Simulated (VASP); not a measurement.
# Mg2CdS3: single point with PBE

Mg2CdS3:

```
Mg Cd S
1.0
     7.52588    0.00000    0.00000
    -1.88147    3.25880    0.00000
     0.00000    0.00000    9.23206
Mg Cd S
4 2 6
Direct
  0.16667 0.66667 0.66181
  0.66667 0.66667 0.66181
  0.33333 0.33333 0.33819
  0.83333 0.33333 0.33819
  0.00000 0.00000 0.00000
  0.50000 0.00000 0.00000
  0.33333 0.33333 0.82137
  0.83333 0.33333 0.82137
  0.16667 0.66667 0.17863
  0.66667 0.66667 0.17863
  0.00000 0.00000 0.50000
  0.50000 0.00000 0.50000
```

The cell was built by a generator and needn't be a form met in nature.

```yaml
Program: VASP 6.6.1
Task: single point
Functional: PBE
Potentials_or_basis: VASP PAW PBE potentials, release 64 (Mg, Cd, S)
Cutoff: 520 eV
k_mesh: 5 × 5 × 2
Occupations: gaussian, width 0.05 eV
Spin: no spin polarisation
```

```yaml
Pressure: 0.0 GPa
Largest_force: 0.009 eV/Å
Band_gap_on_the_k_mesh: 1.68 eV
```

Forces on the atoms (eV/Å):
```
Mg   0.000  0.000 -0.002
Mg   0.000  0.000 -0.002
Mg   0.000  0.000  0.002
Mg   0.000  0.000  0.002
Cd   0.000  0.000  0.000
Cd   0.000  0.000  0.000
S   -0.001 -0.001 -0.008
S   -0.001 -0.001 -0.008
S    0.001  0.001  0.008
S    0.001  0.001  0.008
S    0.000  0.000  0.000
S    0.000  0.000  0.000
```

Stress tensor (GPa, compression positive):
```
-0.04 -0.05  0.01
-0.05  0.02  0.01
 0.01  0.01 -0.03
```

Levels at points of the mesh, in eV from the valence-band top:
```tsv
k point	band 32	band 33	band 34	band 35	band 36	band 37
(0.00, 0.00, 0.00)	-0.25	-0.11	-0.11	1.68	2.44	4.34
(0.00, 0.00, 0.50)	-0.31	0.00	0.00	2.41	3.34	3.53
```

It took 100 s on 1 thread of Intel(R) Xeon(R) Platinum 8488C (Sapphire Rapids) (shared host), peak memory 0.28 GiB.

Caveat: an odd mesh through Γ misses points on the zone boundary, where band edges often lie. As with any semilocal functional, this PBE gap is likely too small.
